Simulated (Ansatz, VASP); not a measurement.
# Cross-check of NiO between VASP and Ansatz, part 2 of 2

Wanted: the spread between two codes on one cell, functional and k mesh. The cell is taken from a series of runs on this material, whose earlier steps may have relaxed, scaled, displaced or heated it; both programs get it as it stands.

VASP 6.6.1 and Ansatz 0.2.0.

So far: The starting structure; Ansatz: relaxation of cell and atoms, PBEsol.

## 3. VASP: relaxation of cell and atoms, PBEsol

Level of this step: PBEsol, spin-polarised from a ferromagnetic start; plane waves and PAW (Ni, O) (VASP).

The same cell, functional, mesh and smearing now go to VASP, with its own data sets.

Lines of VASP's logs that name or quote its potential files are left out, and so is its time.

INCAR reads:

```
SYSTEM = NiO
PREC = Accurate
ENCUT = 600
EDIFF = 1E-07
NELM = 200
ISMEAR = 0
SIGMA = 0.15
LREAL = .FALSE.
ALGO = Normal
GGA = PS
NBANDS = 16
ISPIN = 2
MAGMOM = 1 0.18
LASPH = .TRUE.
LMAXMIX = 4
LORBIT = 11
LWAVE = .FALSE.
LCHARG = .FALSE.
ISIF = 3
IBRION = 2
NSW = 80
EDIFFG = -0.005
GGA_COMPAT = .FALSE.
NELMIN = 4
```

POSCAR reads:

```
NiO
1.0
    0.0000000000      2.0576420000      2.0576420000
    2.0576420000      0.0000000000      2.0576420000
    2.0576420000      2.0576420000      0.0000000000
Ni O
1 1
Direct
    0.0000000000      0.0000000000      0.0000000000
    0.5000000000      0.5000000000      0.5000000000
```

KPOINTS reads:

```
Automatic mesh
0
Gamma
22 22 22
0 0 0
```

The projector-augmented-wave data sets are Ni and O (PBE family, release 64).

Run with:

```console
$ mpirun -np 1 vasp_std
```

Numbers of over 12 decimals in the logs are rounded to 6 here.

The log of the run:

```text
[banner, memory and clock lines left out]
running    1 mpi-ranks, on    1 nodes
 distrk:  each k-point on    1 cores,    1 groups
 distr:  one band on    1 cores,    1 groups

 POSCAR found type information on POSCAR NiO
 POSCAR found :  2 types and       2 ions
|                                                                             |
|               ----> ADVICE to this user running VASP <----                  |
|                                                                             |
|     You enforced a specific xc type in the INCAR file but a different       |
|     [... a line on the potential file left out ...]
|     I HOPE YOU KNOW WHAT YOU ARE DOING!                                     |
|                                                                             |

 LDA part: xc-table for (Slater+PW92), standard interpolation
 POSCAR, INCAR and KPOINTS ok, starting setup
 FFT: planning ... GRIDC
 FFT: planning ... GRID_SOFT
 FFT: planning ... GRID
 WAVECAR not read
 entering main loop
       N       E                     dE             d eps       ncg     rms          rms(c)
DAV:   1     0.797543000311E+02    0.79754E+02   -0.81381E+03 22112   0.140E+03
DAV:   2    -0.103478841010E+02   -0.90102E+02   -0.79293E+02 23288   0.268E+02
DAV:   3    -0.144785504923E+02   -0.41307E+01   -0.40349E+01 25208   0.594E+01
DAV:   4    -0.145142551612E+02   -0.35705E-01   -0.35693E-01 26096   0.534E+00
DAV:   5    -0.145150275176E+02   -0.77236E-03   -0.77235E-03 25864   0.796E-01    0.144E+01
DAV:   6    -0.136489442702E+02    0.86608E+00   -0.11333E+01 23520   0.682E+01    0.157E+01
DAV:   7    -0.124639003804E+02    0.11850E+01   -0.43237E+00 23672   0.534E+01    0.584E+00
DAV:   8    -0.124095335673E+02    0.54367E-01   -0.26750E-01 29296   0.859E+00    0.250E+00
DAV:   9    -0.124070998459E+02    0.24337E-02   -0.16690E-02 24680   0.137E+00    0.596E-01
DAV:  10    -0.124059686101E+02    0.11312E-02   -0.28715E-03 24712   0.122E+00    0.170E-01
DAV:  11    -0.124064398926E+02   -0.47128E-03   -0.43831E-04 29656   0.292E-01    0.182E-01
DAV:  12    -0.124066227934E+02   -0.18290E-03   -0.10880E-04 27848   0.213E-01    0.152E-01
DAV:  13    -0.124069863629E+02   -0.36357E-03   -0.98901E-04 25504   0.701E-01    0.884E-02
DAV:  14    -0.124070796285E+02   -0.93266E-04   -0.61459E-04 28832   0.479E-01    0.193E-02
DAV:  15    -0.124070879749E+02   -0.83464E-05   -0.60745E-05 23736   0.679E-02    0.921E-03
DAV:  16    -0.124070891250E+02   -0.11502E-05   -0.36868E-06 27912   0.394E-02    0.431E-03
DAV:  17    -0.124070891806E+02   -0.55592E-07   -0.88547E-07 28904   0.176E-02
   1 F= -.12407089E+02 E0= -.12397010E+02  d E =-.124071E+02  mag=     1.1186
 curvature:   0.00 expect dE= 0.000E+00 dE for cont linesearch  0.000E+00
 trial: gam= 0.00000 g(F)=  0.721E-60 g(S)=  0.491E-03 ort = 0.000E+00 (trialstep = 0.100E+01)
 search vector abs. value=  0.491E-03
 bond charge predicted
       N       E                     dE             d eps       ncg     rms          rms(c)
DAV:   1    -0.124123492335E+02   -0.52601E-02   -0.60096E-02 23520   0.407E+00    0.554E-01
DAV:   2    -0.124080854615E+02    0.42638E-02   -0.12991E-02 24016   0.263E+00    0.342E-01
DAV:   3    -0.124074497929E+02    0.63567E-03   -0.27937E-03 26016   0.131E+00    0.178E-01
DAV:   4    -0.124072190370E+02    0.23076E-03   -0.48914E-04 31296   0.437E-01    0.546E-02
DAV:   5    -0.124071916648E+02    0.27372E-04   -0.61795E-05 28664   0.875E-02    0.477E-02
DAV:   6    -0.124071958019E+02   -0.41371E-05   -0.46620E-06 25952   0.389E-02    0.311E-02
DAV:   7    -0.124072057661E+02   -0.99643E-05   -0.16633E-05 27040   0.777E-02    0.190E-02
DAV:   8    -0.124072114136E+02   -0.56475E-05   -0.21464E-05 28728   0.940E-02    0.622E-03
DAV:   9    -0.124072121553E+02   -0.74169E-06   -0.22963E-06 30856   0.197E-02    0.249E-03
DAV:  10    -0.124072123217E+02   -0.16634E-06   -0.89867E-08 15880   0.348E-03    0.128E-03
DAV:  11    -0.124072124121E+02   -0.90452E-07   -0.46877E-08 11200   0.416E-03
   2 F= -.12407212E+02 E0= -.12397060E+02  d E =-.123232E-03  mag=     1.0754
 trial-energy change:   -0.000123  1 .order   -0.000123   -0.000491    0.000245
 step:   0.6670(harm=  0.6670)  dis= 0.00000  next Energy=   -12.407253 (dE=-0.164E-03)
 bond charge predicted
       N       E                     dE             d eps       ncg     rms          rms(c)
DAV:   1    -0.124078243387E+02   -0.61202E-03   -0.66925E-03 23504   0.136E+00    0.185E-01
DAV:   2    -0.124073535117E+02    0.47083E-03   -0.14660E-03 24040   0.886E-01    0.114E-01
DAV:   3    -0.124072788269E+02    0.74685E-04   -0.31674E-04 25920   0.438E-01    0.590E-02
DAV:   4    -0.124072531867E+02    0.25640E-04   -0.55458E-05 31224   0.147E-01    0.186E-02
DAV:   5    -0.124072497741E+02    0.34126E-05   -0.71083E-06 28736   0.298E-02    0.160E-02
DAV:   6    -0.124072500559E+02   -0.28183E-06   -0.48234E-07 24944   0.126E-02    0.106E-02
DAV:   7    -0.124072512817E+02   -0.12258E-05   -0.20330E-06 27064   0.272E-02    0.662E-03
DAV:   8    -0.124072520596E+02   -0.77788E-06   -0.29715E-06 28584   0.353E-02    0.211E-03
DAV:   9    -0.124072520407E+02    0.18950E-07   -0.31084E-07 21360   0.742E-03
   3 F= -.12407252E+02 E0= -.12397127E+02  d E =-.162860E-03  mag=     1.0900
 curvature:  -0.33 expect dE=-0.202E-07 dE for cont linesearch -0.202E-07
 trial: gam=-0.01099 g(F)=  0.480E-60 g(S)=  0.607E-07 ort = 0.546E-05 (trialstep = 0.933E+00)
 search vector abs. value=  0.108E-09
 reached required accuracy - stopping structural energy minimisation
```

OUTCAR, selected parts (step 3):

```text
ion  position               nearest neighbor table
   1  0.000  0.000  0.000-   2 2.06   2 2.06   2 2.06   2 2.06   2 2.06   2 2.06
   2  0.500  0.500  0.500-   1 2.06   1 2.06   1 2.06   1 2.06   1 2.06   1 2.06

  LATTYP: Found a face centered cubic cell.
 ALAT       =     4.1152840000

 Subroutine GETGRP returns: Found 48 space group operations
 (whereof 48 operations were pure point group operations)

The static configuration has the point symmetry O_h .

 Found    328 irreducible k-points:

   k-points           NKPTS =    328   k-points in BZ     NKDIM =    328   number of bands    NBANDS=     16

   dimension x,y,z NGX =    24 NGY =   24 NGZ =   24
   dimension x,y,z NGXF=    48 NGYF=   48 NGZF=   48

   ENCUT  =  600.0 eV  44.10 Ry    6.64 a.u.   5.81  5.81  5.81*2*pi/ulx,y,z

   NELECT =      16.0000    total number of electrons

 k-points in reciprocal lattice and weights: Automatic mesh
   0.00000000  0.00000000  0.00000000       0.000
   0.04545455  0.00000000  0.00000000       0.001
   0.09090909  0.00000000  0.00000000       0.001
   0.13636364  0.00000000  0.00000000       0.001
   0.18181818  0.00000000  0.00000000       0.001
   0.22727273  0.00000000  0.00000000       0.001
   0.27272727  0.00000000  0.00000000       0.001
   0.31818182  0.00000000  0.00000000       0.001
   0.36363636  0.00000000  0.00000000       0.001
[...]
-0.27272727  0.45454545  0.22727273       0.002
  -0.27272727  0.50000000  0.22727273       0.001

 average (electrostatic) potential at core
       1 -82.8225       2 -68.0142

 E-fermi :   8.4734

 spin component 1
 k-point     1 :       0.0000    0.0000    0.0000
  band No.  band energies     occupation
    ...
      5       5.8889      1.00000
      6       5.8890      1.00000
      7       6.0367      1.00000
      8       6.0368      1.00000
      9       6.0368      1.00000
     10      10.1963      0.00000
     11      26.2179      0.00000
     12      27.6654      0.00000
     13      27.6654      0.00000
     14      27.6654      0.00000
    ...

 k-point     2 :       0.0455    0.0000    0.0000
  band No.  band energies     occupation
    ...
      5       6.0202      1.00000
      6       6.0202      1.00000
      7       6.1278      1.00000
      8       6.1507      1.00000
      9       6.1508      1.00000
     10      10.3512      0.00000
     11      25.6125      0.00000
     12      27.6063      0.00000
     13      27.6064      0.00000
     14      28.0545      0.00000
    ...

 k-point     3 :       0.0909    0.0000    0.0000
  band No.  band energies     occupation
    ...
      5       6.0806      1.00000
      6       6.0807      1.00000
      7       6.2751      1.00000
      8       6.5555      1.00000
      9       6.5555      1.00000
     10      10.7660      0.00000
     11      24.5325      0.00000
     12      27.3841      0.00000
     13      27.3841      0.00000
     14      28.5277      0.00000
    ...

 k-point     4 :       0.1364    0.0000    0.0000
  band No.  band energies     occupation
    ...
      5       6.1582      1.00000
      6       6.1582      1.00000
      7       6.4080      1.00000
      8       7.0005      1.00000
      9       7.0006      1.00000
     10      11.3380      0.00000
     11      23.3850      0.00000
     12      26.9221      0.00000
     13      26.9221      0.00000
     14      28.8300      0.00000
    ...

 k-point     5 :       0.1818    0.0000    0.0000
  band No.  band energies     occupation
    ...
      5       6.2578      1.00000
      6       6.2579      1.00000
      7       6.5348      1.00000
      8       7.4397      1.00000
      9       7.4397      1.00000
     10      11.9730      0.00000
     11      22.2736      0.00000
     12      26.2481      0.00000
     13      26.2481      0.00000
     14      29.0356      0.00000
    ...

 k-point     6 :       0.2273    0.0000    0.0000
  band No.  band energies     occupation
    ...
      5       6.3733      1.00000
      6       6.3733      1.00000
      7       6.6678      1.00000
      8       7.8554      1.00000
      9       7.8554      1.00000
     10      12.5977      0.00000
     11      21.2559      0.00000
     12      25.4817      0.00000
     13      25.4817      0.00000
     14      29.2130      0.00000
    ...

  Total       -0.0009158     -0.0009158     -0.0009158     -0.0000000      0.0000000      0.0000000
  in kB       -0.0845491     -0.0845491     -0.0845491     -0.0000000      0.0000000      0.0000000
  external PRESSURE =      -0.0845491 kB  Pullay stress =       0.0000000 kB

  energy-cutoff  :      600.00
  volume of cell :       17.35
      direct lattice vectors                 reciprocal lattice vectors
     0.000000000  2.054915256  2.054915256    -0.243319036  0.243319036  0.243319036
     2.054915256 -0.000000000  2.054915256     0.243319036 -0.243319036  0.243319036
     2.054915256  2.054915256 -0.000000000     0.243319036  0.243319036 -0.243319036

 POSITION                                       TOTAL-FORCE (eV/Angst)
 -----------------------------------------------------------------------------------
      0.00000      0.00000      0.00000         0.000000      0.000000     -0.000000
      2.05492      2.05492      2.05492        -0.000000     -0.000000      0.000000
 -----------------------------------------------------------------------------------
    total drift:                                0.000000     -0.000000     -0.000000

  FREE ENERGIE OF THE ION-ELECTRON SYSTEM (eV)
  ---------------------------------------------------
  free  energy   TOTEN  =       -12.4072520407 eV

  energy  without entropy=      -12.3870020257  energy(sigma->0) =      -12.39712703

 reached required accuracy - stopping structural energy minimisation

 total charge
# of ion       s       p       d       tot
------------------------------------------
    1        0.349   0.441   8.343   9.133
    2        1.556   3.391   0.000   4.947
--------------------------------------------------
tot          1.906   3.832   8.343  14.081

 magnetization (x)
# of ion       s       p       d       tot
------------------------------------------
    1        0.010   0.012   0.896   0.918
    2        0.021   0.125   0.000   0.146
--------------------------------------------------
tot          0.031   0.137   0.896   1.064

[... 6 further parts left out ...]
```

The cell holds one magnetic atom, so no antiferromagnetic order fits into it. Oxides and halides of Ni are often magnetic insulators, and a metal at this level, without U or exact exchange, may be an artefact.

## 4. Side by side

Known differences besides the potentials themselves: VASP starts from the moments at which Ansatz ended; the data sets hold 24 valence electrons in Ansatz (on its default PAW (the set named soft_2) files) and 16 in VASP; the cutoff is 420 eV in Ansatz and 600 eV in VASP; Ansatz makes its cores anew for this functional, VASP keeps those of its PBE data sets; Ansatz adds a Pulay correction to the stress that steers its cell, VASP none; site moments are counted in spheres of each program's own size. Total energies have different zeros and are not compared.

The two programs side by side:

| quantity | Ansatz | VASP | difference |
| --- | --- | --- | --- |
| volume (Å³) | 17.41 | 17.35 | +0.35 % |
| edge a after relaxation, in the typed setting (Å) | 2.909 | 2.906 | +0.11 % |
| total moment (μB) | 1.22 | 1.09 | +0.13 |
| moment on Ni1 (μB) | 1.00 | 0.92 | +0.08 |
| moment on O2 (μB) | 0.18 | 0.15 | +0.03 |

## 5. What came out

```
difference in volume (relaxation of cell and atoms, PBEsol) : 0.35 %
```

The difference in volume is 0.35 % (relaxation of cell and atoms, PBEsol), within the 1.2 % picked in this series as the mark of a large difference, as far as the stopping tolerances let one tell. The data sets hold unlike numbers of valence electrons (24 in Ansatz and 16 in VASP), so part of the differences comes from the potentials. Such differences can come from data sets, numerical settings and the points named under the comparisons, not from the functional's error against experiment.

[Lines on the potential files, build, host, timing and source positions are cut from VASP's logs without a mark.]

[Logs are printed without paths, hosts, clocks, repeated set-up lines and the standing remarks that a program may print on its own settings, such as how far it seeks lower states.]

[Hosts, paths, dates, database ids (printed as entryN), source tags and the programs' standing remarks are cut or masked in the printed files.]
